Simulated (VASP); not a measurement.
VASP ran on this input.

POSCAR:
```
ZnO
1
    1.6250000000    -2.8145830000     0.0000000000
    1.6250000000     2.8145830000     0.0000000000
    0.0000000000     0.0000000000     5.2100000000
Zn O
2 2
Direct
  0.6666670000   0.3333330000   0.5000000000
  0.3333330000   0.6666670000   0.0000000000
  0.6666670000   0.3333330000   0.8820000000
  0.3333330000   0.6666670000   0.3820000000
```

**INCAR**
```
# general
SYSTEM =ZnO
PREC   =Accurate
ENCUT  =520
LREAL  =.False.   # projection in real space or not
LASPH  =.True.

# electronic loop
EDIFF  =1E-6
NELM   =100
ALGO   =Normal
LMAXMIX=4

# smearing
ISMEAR =0   # Gaussian
SIGMA  =0.05   # width (eV)

# functional
GGA    =PE

# ions
ISIF   =2

# output
LWAVE  =.False.
LCHARG =.False.
```

### KPOINTS
```
Regular mesh
0
Gamma
 8 8 5
```

POTCAR, in this order: Zn O (PBE.64 set). Program: vasp_std.

Task: Translate this PBE calculation to Ansatz.

Result: One equivalent input (not run):
Ansatz 0.2 input:
```yaml
crystal:
  lattice:
    - [1.6250000, -2.8145830, 0.0000000]
    - [1.6250000, 2.8145830, 0.0000000]
    - [0.0000000, 0.0000000, 5.2100000]
  atoms:
    - { symbol: Zn, position: [0.6666670, 0.3333330, 0.5000000] }
    - { symbol: Zn, position: [0.3333330, 0.6666670, 0.0000000] }
    - { symbol: O, position: [0.6666670, 0.3333330, 0.8820000] }
    - { symbol: O, position: [0.3333330, 0.6666670, 0.3820000] }
kpoints:
  mp_grid: { grid: [8, 8, 5] }
hamiltonian:
  xc: pbe
  pseudopotentials: { kind: paw }
scf:
  occupations: { method: gaussian, width: 0.05 }
  max_iter: 100
output: { forces: true, stress: true, eigenvalues: true }
```
What does not carry over: each code has its own PAW files, so the cut-off isn't converted (ENCUT is set for VASP's; basis.ecutwfc is left out, and Ansatz then takes the one that its files recommend); Ansatz stops its SCF on the density residual and VASP on the energy change (EDIFF).

The compound is ZnO in the wurtzite structure. The cell was not relaxed at this level.
